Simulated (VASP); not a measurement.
Consider the following.

```
HgTe
1.0
    0.00000     3.29460     3.29460
    3.29460     0.00000     3.29460
    3.29460     3.29460     0.00000
Hg Te
1 1
Cartesian
  0.00000   0.00000   0.00000
  1.64730   1.64730   1.64730
```

Level of theory: PBE GGA, VASP's PBE PAW potentials (set 64) (plane waves; VASP). Settings: EDIFF = 1E-3, 400 eV cut-off, 6×6×6 Γ-centred mesh, Gaussian smearing of 0.050 eV, potentials Hg Te.

### Question
Give the stress tensor in GPa (positive for a compressed cell).

### Answer

```
1.20  0.00  0.00
0.00  1.20  0.00
0.00  0.00  1.20
```
The pressure is its mean diagonal, 1.20 GPa.

The compound is HgTe in the zinc blende structure. The cell was not relaxed at this level. The run is one of a series of settings (EDIFF = 1E-3 against the base run), some of them coarse on purpose.
